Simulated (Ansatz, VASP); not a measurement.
**LiH: VASP beside Ansatz**

Aim: how closely do two programs agree when they are given the same cell, functional and k mesh? The cell is taken from a series of runs on this material, whose earlier steps may have relaxed, scaled, displaced or heated it; both programs get it as it stands.

Main program and level: Ansatz 0.2.0; plane waves, with VASP 6.6.1 beside it; single point at HSE06.

## Step 1: Set-up

The structure is cubic, space group Fm-3m (No. 225). The conventional cell has a = 4.007 Å, b = 4.007 Å, c = 4.007 Å, α = 90.00°, β = 90.00°, γ = 90.00°. Nearest to Li lie 6 H at 2.00 Å. Nearest to H lie 6 Li at 2.00 Å. Farther neighbours are not listed.

## Step 2: VASP: single point, HSE06

A single point gives forces, pressure and levels at one fixed geometry, so differences don't come from the geometry; what else differs is listed under the comparison.

Lines of VASP's logs that name or quote its potential files are left out, and so is its time.

The run reads the wave functions of an earlier VASP run, which isn't shown here.

Input file INCAR:

```
SYSTEM = LiH
PREC = Accurate
ENCUT = 650
EDIFF = 1E-06
NELM = 100
ISMEAR = 0
SIGMA = 0.01
LREAL = .FALSE.
ALGO = Normal
LHFCALC = .TRUE.
AEXX = 0.25
GGA = PE
HFSCREEN = 0.208
LASPH = .TRUE.
NBANDS = 8
PRECFOCK = Fast
LORBIT = 11
LWAVE = .FALSE.
LCHARG = .FALSE.
KPAR = 4
ISIF = 2
```

Input file POSCAR:

```
LiH
1.0
    0.0000000000      2.0034509841      2.0034509841
    2.0034509841      0.0000000000      2.0034509841
    2.0034509841      2.0034509841      0.0000000000
Li H
1 1
Direct
    0.0000000000      0.0000000000      0.0000000000
    0.5000000000      0.5000000000      0.5000000000
```

Input file KPOINTS:

```
Automatic mesh
0
Gamma
6 6 6
0 0 0
```

The projector-augmented-wave data sets are Li_sv and H (PBE family, release 64).

The run is started by

```
mpirun -np 4 vasp_std
```

Numbers of over 12 decimals in the logs are rounded to 6 here.

The log of the run:

```text
[banner, memory and clock lines left out]
running    4 mpi-ranks, on    1 nodes
 distrk:  each k-point on    1 cores,    4 groups
 distr:  one band on    1 cores,    1 groups

 POSCAR found type information on POSCAR LiH
 POSCAR found :  2 types and       2 ions
 LDA part: xc-table for (Slater+PW92), standard interpolation
 found WAVECAR, reading the header
 POSCAR, INCAR and KPOINTS ok, starting setup
 FFT: planning ... GRIDC
 FFT: planning ... GRID_SOFT
 FFT: planning ... GRID
 reading WAVECAR
 the WAVECAR file was read successfully
 initial charge from wavefunction
 entering main loop
       N       E                     dE             d eps       ncg     rms          rms(c)
DAV:   1    -0.678587738153E+01   -0.67859E+01   -0.11742E-01   256   0.268E+00    0.921E-02
DAV:   2    -0.678634893963E+01   -0.47156E-03   -0.10341E-03   328   0.282E-01    0.625E-02
DAV:   3    -0.678628876121E+01    0.60178E-04   -0.30796E-05   344   0.431E-02    0.389E-02
DAV:   4    -0.678627185997E+01    0.16901E-04   -0.16730E-05   344   0.254E-02    0.242E-02
DAV:   5    -0.678626898771E+01    0.28723E-05   -0.60906E-06   304   0.156E-02    0.153E-02
DAV:   6    -0.678626899154E+01   -0.38323E-08   -0.17998E-06   256   0.898E-03
   1 F= -.67862690E+01 E0= -.67862690E+01  d E =0.000000E+00
```

OUTCAR, selected parts (step 2):

```text
ion  position               nearest neighbor table
   1  0.000  0.000  0.000-
   2  0.500  0.500  0.500-

  LATTYP: Found a face centered cubic cell.
 ALAT       =     4.0069019682

 Subroutine GETGRP returns: Found 48 space group operations
 (whereof 48 operations were pure point group operations)

The static configuration has the point symmetry O_h .

 Found     16 irreducible k-points:

   k-points           NKPTS =     16   k-points in BZ     NKDIM =    216   number of bands    NBANDS=      8

   dimension x,y,z NGX =    24 NGY =   24 NGZ =   24
   dimension x,y,z NGXF=    48 NGYF=   48 NGZF=   48

   ENCUT  =  650.0 eV  47.77 Ry    6.91 a.u.   5.89  5.89  5.89*2*pi/ulx,y,z

   NELECT =       4.0000    total number of electrons

 k-points in reciprocal lattice and weights: Automatic mesh
   0.00000000  0.00000000  0.00000000       0.005
   0.16666667  0.00000000  0.00000000       0.037
   0.33333333  0.00000000  0.00000000       0.037
   0.50000000  0.00000000  0.00000000       0.019
   0.16666667  0.16666667  0.00000000       0.028
   0.33333333  0.16666667  0.00000000       0.111
   0.50000000  0.16666667  0.00000000       0.111
  -0.33333333  0.16666667  0.00000000       0.111
  -0.16666667  0.16666667  0.00000000       0.056
[...]
-0.33333333  0.33333333  0.16666667       0.111
  -0.33333333  0.50000000  0.16666667       0.056

  exchange ACFDT corr.  =         0.00000000  see jH, gK, PRB 81, 115126

 average (electrostatic) potential at core
       1 -57.6260       2 -29.8412

 E-fermi :  -0.3507

 k-point     1 :       0.0000    0.0000    0.0000
  band No.  band energies     occupation
      1     -47.8788      2.00000
      2      -6.6775      2.00000
      3      17.3573      0.00000
      4      18.8795      0.00000
      5      18.8795      0.00000
      6      18.8795      0.00000
      7      23.4920      0.00000
    ...

 k-point     2 :       0.1667    0.0000    0.0000
  band No.  band energies     occupation
      1     -47.8658      2.00000
      2      -6.1158      2.00000
      3      13.3692      0.00000
      4      17.1214      0.00000
      5      18.0159      0.00000
      6      18.0160      0.00000
      7      23.3842      0.00000
    ...

 k-point     3 :       0.3333    0.0000    0.0000
  band No.  band energies     occupation
      1     -47.8402      2.00000
      2      -4.6175      2.00000
      3       7.9087      0.00000
      4      15.3433      0.00000
      5      17.3683      0.00000
      6      17.3684      0.00000
      7      21.5669      0.00000
    ...

  Total       -0.0817566     -0.0817566     -0.0817566     -0.0000000      0.0000000     -0.0000000
  in kB       -8.1445489     -8.1445489     -8.1445489     -0.0000000      0.0000000     -0.0000000
  external PRESSURE =      -8.1445489 kB  Pullay stress =       0.0000000 kB

  energy-cutoff  :      650.00
  volume of cell :       16.08
      direct lattice vectors                 reciprocal lattice vectors
     0.000000000  2.003450984  2.003450984    -0.249569370  0.249569370  0.249569370
     2.003450984  0.000000000  2.003450984     0.249569370 -0.249569370  0.249569370
     2.003450984  2.003450984  0.000000000     0.249569370  0.249569370 -0.249569370

 POSITION                                       TOTAL-FORCE (eV/Angst)
 -----------------------------------------------------------------------------------
      0.00000      0.00000      0.00000        -0.000000     -0.000000     -0.000000
      2.00345      2.00345      2.00345         0.000000      0.000000      0.000000
 -----------------------------------------------------------------------------------
    total drift:                               -0.000000     -0.000000     -0.000000

  FREE ENERGIE OF THE ION-ELECTRON SYSTEM (eV)
  ---------------------------------------------------
  free  energy   TOTEN  =        -6.7862689915 eV

  energy  without entropy=       -6.7862689915  energy(sigma->0) =       -6.78626899

 total charge
# of ion       s       p       d       tot
------------------------------------------
    1        2.020   0.066   0.000   2.086
    2        0.546   0.001   0.000   0.547
--------------------------------------------------
tot          2.566   0.068   0.000   2.633

[... 3 further parts left out ...]
```

The run ends at a pressure of -0.81 GPa.

## Step 3: Ansatz: single point, HSE06

Ansatz runs on its default PAW (the set named soft_2) files.

The same cell, functional and mesh now go to Ansatz, which takes its cutoff from its data sets.

Input file input.yaml:

```yaml
crystal:
  lattice:
    - [0.0, 2.0034509841, 2.0034509841]
    - [2.0034509841, 0.0, 2.0034509841]
    - [2.0034509841, 2.0034509841, 0.0]
  atoms:
    - { symbol: Li, position: [0.0, 0.0, 0.0] }
    - { symbol: H, position: [0.5, 0.5, 0.5] }
kpoints:
  mp_grid: { grid: [6, 6, 6] }
  band_path:
    path:
      - [0.0, 0.0, 0.0]
      - [0.5, 0.0, 0.5]
      - [0.625, 0.25, 0.625]
      - [0.375, 0.375, 0.75]
      - [0.5, 0.5, 0.5]
      - [0.5, 0.25, 0.75]
    npoints: 1
hamiltonian:
  xc: hse06
scf:
  occupations: { method: fixed }
  n_extra_bands: 4
output:
  eigenvalues: true
  write_density: true
  write_potential: true
  elf: true
  volumetric_format: npy
```

The run is started by

```
ansatz run input.yaml --threads 3 --pin off --max-ram 92160MiB --backend cuda --devices 1 --max-vram 13GiB --events-out ev --progress --plain --runs-dir out
```

The log of the run:

```text
scf.n_extra_bands = 4 over 2 filled bands (N_el = 4.0): the run solves 6 bands
GPUs: using 1 of 1 available (devices: 1).
Engine: ansatz 0.2.0, x86_64-unknown-linux-gnu
Pseudopotentials: kind: paw
Pseudopotential: Li, paw, valence charge 3, recommended cutoff 420 eV (normal), Li.paw.azcp
Pseudopotential: H, paw, valence charge 1, recommended cutoff 420 eV (normal), H.paw.azcp
Functional definition: HSE06
  parameter a = 0.25
  parameter omega = 0.11/bohr
  exchange = pbe_x - a*pbe_x_sr(omega) + a*exact_x_sr(omega)
  correlation = pbe_c
davidson cushion auto → on  (no smearing: the cushion is to keep the highest requested band from converging to the state above it; pin scf.eigensolver.cushion to override)
device memory: the entry about to start is reckoned to put 0.3 GiB on a device that reports 36.9 GiB free (of which the cap on the GPU budget leaves the run 13.0 GiB)
GPU FFT provider: cuFFT
GPU libraries: cuBLAS 13.8.2, cuFFT 12.4.0, cuSOLVER 12.3.4
Crystal: 2 atoms, lattice volume = 16.083 Å³
Basis set: ecut = 420 eV, 331 PW (Γ)
Bands: 6, of which v1, the nominal top of the filled ones, is band 2 counted from 1 (1 counted from 0)
Symmetry: 48 space group operations
Space group: Fm-3m (ITA 225), of the structure as read, at distance tolerance 2.5e-5 Å
k-points: 16 of 216
Non-local potential: Li, projectors of the file, l = 0: 3, l = 1: 2, l = 2: 1
Non-local potential: H, projectors of the file, l = 0: 2, l = 1: 1
PAW form: soft (Blöchl's): semilocal exchange-correlation on the pseudo side does not see the compensation charge
PAW one-centre angular grid: Li, 110 points (default); XC on 96 Gauss nodes
PAW one-centre angular grid: H, 110 points (default); XC on 64 Gauss nodes
Initial density: superposition of atomic densities (neutral atoms: chi_scale 0, normalization atom), corrected by the library's trained network
Initial wavefunctions: pseudopotential atomic-orbital guess
GPU buffer pool allocated for 8000 grid points (all kernels)
GPU transforms: local potential and band sums: pruned to the plane-wave sphere, on 18×20×20
Functional: x = pbe(κ = 0.804, μ = 0.219515), c = pbe(β = 0.066725), warm-up for x = pbe(κ = 0.804, μ = 0.219515) + 0.25 (exact − pbe) at short range (hse, ω = 0.207870 Å⁻¹), c = pbe(β = 0.066725); HSE06 as pw.x's `hse` composes it (authors' and Libxc's form: `xc: wpbeh`)
SCF iter   1: F=—  HF=-221.390641 eV  |F-HF|=—  |Δ(HF+E_count)|=         —  Δρ=8.73e-4  dr2=5.30e-5  ethr=1.77e-3  ⟨swp⟩=2.0  Hψ=743  notcnv=0
preconditioner: auto → none  [insulator: Δε(μ)=2.971 eV  Ē_g=14.130 eV  n_scr=0 (ndim 8)  ℏωp=13.1 eV  f_vac=0.000]
SCF iter   2: F=-221.390720 eV  HF=-221.390696 eV  |F-HF|=2.36e-5  |Δ(HF+E_count)|=   5.49e-5  Δρ=3.92e-4  dr2=1.00e-5  ethr=1.32e-6  ⟨swp⟩=3.2  Hψ=299  notcnv=0
SCF 1 stopped early in 2 iterations: F = -221.390720 eV  dr2 = 1.00e-5
  greatest PAW one-centre occupation: 1.000 electrons in one spin orbital (limit 2), on the Li atom at site 0 (counted from 0), in its partial waves of l = 0
device memory: the entry about to start is reckoned to put 0.5 GiB on a device that reports 36.5 GiB free (of which the cap on the GPU budget leaves the run 13.0 GiB)
GPU FFT provider: cuFFT
GPU libraries: cuBLAS 13.8.2, cuFFT 12.4.0, cuSOLVER 12.3.4
Initial density: handed on by an earlier stage of this run
Initial wavefunctions: those handed on with the density
GPU buffer pool allocated for 8000 grid points (all kernels)
GPU transforms: local potential and band sums: pruned to the plane-wave sphere, on 18×20×20
Functional: x = pbe(κ = 0.804, μ = 0.219515) + 0.25 (exact − pbe) at short range (hse, ω = 0.207870 Å⁻¹), c = pbe(β = 0.066725); HSE06 as pw.x's `hse` composes it (authors' and Libxc's form: `xc: wpbeh`)
Exchange kernel: α = 0.2500, screened, ω = 0.2079 Å⁻¹, Wigner–Seitz truncation, v(0) = 1034.1755 eV·Å³, q-mesh 6×6×6, nearest image of the exchange supercell L = 17.00 Å, pair-density grid 12×12×12, without the augmentation charges, whose exchange is taken in its separable form by FFT convolution over the k-point mesh (sized by the pseudopotential files, 16×16×16 at the most), smooth part of the exact exchange by density-matrix convolution in up to 603.9 MiB of GPU memory as planned if the GPU has room (build and FFT work areas not counted)
Frozen-core exchange: fock
SCF iter   1: F=—  HF=-221.537398 eV  |F-HF|=—  |Δ(HF+E_count)|=         —  Δρ=2.12e-3  dr2=3.01e-4  ethr=2.51e-6  ⟨swp⟩=4.6  Hψ=445  notcnv=0
preconditioner: auto → none  [insulator: Δε(μ)=3.933 eV  Ē_g=15.729 eV  n_scr=0 (ndim 8)  ℏωp=13.1 eV  f_vac=0.000]
SCF iter   2: F=—  HF=-221.537339 eV  |F-HF|=—  |Δ(HF+E_count)|=   5.85e-5  Δρ=1.05e-3  dr2=9.15e-5  ethr=2.51e-6  ⟨swp⟩=2.8  Hψ=269  notcnv=0
iter 3 solved again at ethr=1.13e-8 eV; its pass at ethr=1.60e-6 eV (dr2=4.52e-7 eV) is discarded
SCF iter   3: F=—  HF=-221.537346 eV  |F-HF|=—  |Δ(HF+E_count)|=   6.39e-6  Δρ=9.13e-5  dr2=6.21e-5  ethr=1.13e-8  ⟨swp⟩=3.8  Hψ=565  notcnv=0
SCF iter   4: F=—  HF=-221.537942 eV  |F-HF|=—  |Δ(HF+E_count)|=   5.97e-4  Δρ=2.25e-4  dr2=8.35e-6  ethr=1.11e-8  ⟨swp⟩=4.0  Hψ=429  notcnv=0
SCF iter   5: F=—  HF=-221.537940 eV  |F-HF|=—  |Δ(HF+E_count)|=   2.62e-6  Δρ=2.25e-5  dr2=8.19e-7  ethr=1.11e-8  ⟨swp⟩=3.0  Hψ=349  notcnv=0
SCF iter   6: F=-221.537944 eV  HF=-221.537945 eV  |F-HF|=1.12e-7  |Δ(HF+E_count)|=   4.76e-6  Δρ=3.84e-5  dr2=2.46e-7  ethr=1.39e-9  ⟨swp⟩=3.9  Hψ=368  notcnv=0
SCF 2 stopped early in 6 iterations: F = -221.537944 eV  dr2 = 2.46e-7
  greatest PAW one-centre occupation: 0.999 electrons in one spin orbital (limit 2), on the Li atom at site 0 (counted from 0), in its partial waves of l = 0
hybrid outer 1: dexx = +6.380e-4 eV, tail = 1.46e-6 eV
GPU FFT provider: cuFFT
GPU libraries: cuBLAS 13.8.2, cuFFT 12.4.0, cuSOLVER 12.3.4
GPU buffer pool allocated for 8000 grid points (all kernels)
GPU transforms: local potential and band sums: pruned to the plane-wave sphere, on 18×20×20
Exchange kernel: α = 0.2500, screened, ω = 0.2079 Å⁻¹, Wigner–Seitz truncation, v(0) = 1034.1755 eV·Å³, q-mesh 6×6×6, nearest image of the exchange supercell L = 17.00 Å, pair-density grid 12×12×12, without the augmentation charges, whose exchange is taken in its separable form by FFT convolution over the k-point mesh (sized by the pseudopotential files, 16×16×16 at the most), smooth part of the exact exchange by density-matrix convolution in up to 603.9 MiB of GPU memory as planned if the GPU has room (build and FFT work areas not counted)
Frozen-core exchange: fock
SCF iter   1: F=—  HF=-221.537952 eV  |F-HF|=—  |Δ(HF+E_count)|=         —  Δρ=2.41e-5  dr2=1.24e-7  ethr=1.82e-7  ⟨swp⟩=2.1  Hψ=258  notcnv=0
preconditioner: auto → none  [insulator: Δε(μ)=3.973 eV  Ē_g=15.741 eV  n_scr=0 (ndim 8)  ℏωp=13.1 eV  f_vac=0.000]
iter 2 solved again at ethr=9.72e-12 eV; its pass at ethr=1.96e-9 eV (dr2=3.89e-10 eV) is discarded
SCF iter   2: F=-221.537952 eV  HF=-221.537952 eV  |F-HF|=1.47e-9  |Δ(HF+E_count)|=   8.21e-9  Δρ=3.90e-6  dr2=1.25e-9  ethr=9.72e-12  ⟨swp⟩=2.5  Hψ=551  notcnv=0
SCF 3 converged in 2 iterations: F = -221.537952 eV  dr2 = 1.25e-9
hybrid outer 2: dexx = +5.540e-9 eV, tail = 3.03e-9 eV, Δε = 1.23e-3 eV (about 8.06e-5 eV left of the loop's levels)
device memory: the entry about to start is reckoned to put 0.2 GiB on a device that reports 38.4 GiB free (of which the cap on the GPU budget leaves the run 13.0 GiB)
NSCF: frozen V_eff on 6 k-points
hybrid SCF converged: 2 outer / 8 inner (+2 warm-up), last move |dexx| = 5.54e-9 eV, tail = 3.03e-9 eV
Stability not checked: this state was not tested for a lower state beside it, because the functional holds exact exchange (a hybrid, or Hartree-Fock), whose exchange loop this test does not read (fock_operator; see scf.lower_state_search)
Free energy (F): -221.537952 eV
Frozen-core exchange: fock
Harris-Foulkes:  -221.537952 eV  (|F-HF|=1.47e-9)
Internal energy: -221.537952 eV  (E = F + TS)
E sigma→0 (E₀):  -221.537952 eV
Fermi energy:    0.050769 eV
--- Per-component energies (eV) ---
  E_band       = -99.355675
  E_kinetic    = 36.043800
  E_local      = -124.599044  (includes V_loc(G=0)·N_el)
  E_nonlocal   = -31.784195
  E_hartree    = 34.866771
  E_xc         = -16.647754
  E_vxc        = -21.246796  (∫ρ·V_xc dr)
  E_exx        = -13.204301  (= α·E_x^exact, valence–valence)
  E_paw        = -12.080188  (= ΣΔE_a)
  E_vpaw       = -1.093326  (= ΣTr[D̂ρ^β])
  E_aug_tail   = -0.001152  (compensation charges beyond the density's cutoff)
  E_ewald      = -94.131887
  E_smearing   = -0.000000  (= −TS)
  E_closure    = -0.000000  (closes the sum)
  Σ components = -221.537952   (vs F -221.537952, Δ=0.00e0)
--- Band table (eV; the first three rows and the last of 16) ---
  k-point 0: bands = ["-47.2182", "-6.0224", "17.9968", "19.5862", "19.5862", "19.5862"]
  k-point 1: bands = ["-47.2054", "-5.4642", "14.0121", "17.7822", "18.7072", "18.7072"]
  k-point 2: bands = ["-47.1797", "-3.9700", "8.5477", "16.0027", "18.0574", "18.0574"]
  k-point 15: bands = ["-47.1529", "-0.1319", "5.1035", "8.2699", "12.9516", "19.2610"]
```

## Step 4: Comparison

Known differences besides the potentials themselves: exact exchange at q = 0 is treated differently, which shows on coarse meshes; VASP keeps PBE cores, Ansatz makes them for the functional; fixed occupations in Ansatz, narrow Gaussian smearing in VASP; the cutoff is 420 eV in Ansatz and 650 eV in VASP; VASP takes a coarser grid for exact exchange (PRECFOCK = Fast). Total energies have different zeros and are not compared.

Both answers:

| quantity | Ansatz | VASP | difference |
| --- | --- | --- | --- |
| gap on the k mesh (eV) | 3.973 | 3.972 | +0.001 |

A gap on the mesh is an upper bound, since the band edges may lie between its points.

## Step 5: Results

```yaml
difference_in_gap_on_the_k_mesh_single_point_hse06: 8.4e-4 eV
```

**Reading.** The difference in gap on the k mesh is 8.4e-4 eV (single point, HSE06), within the 0.08 eV picked in this series as the mark of a large difference. How closely two codes agree says nothing of how well the functional describes the real material.

[Lines on the potential files, build, host, timing and source positions are cut from VASP's logs without a mark.]

[Logs are printed without paths, hosts, clocks, repeated set-up lines and the standing remarks that a program may print on its own settings, such as how far it seeks lower states.]

[Hosts, paths, dates, database ids (printed as entryN), source tags and the programs' standing remarks are cut or masked in the printed files.]
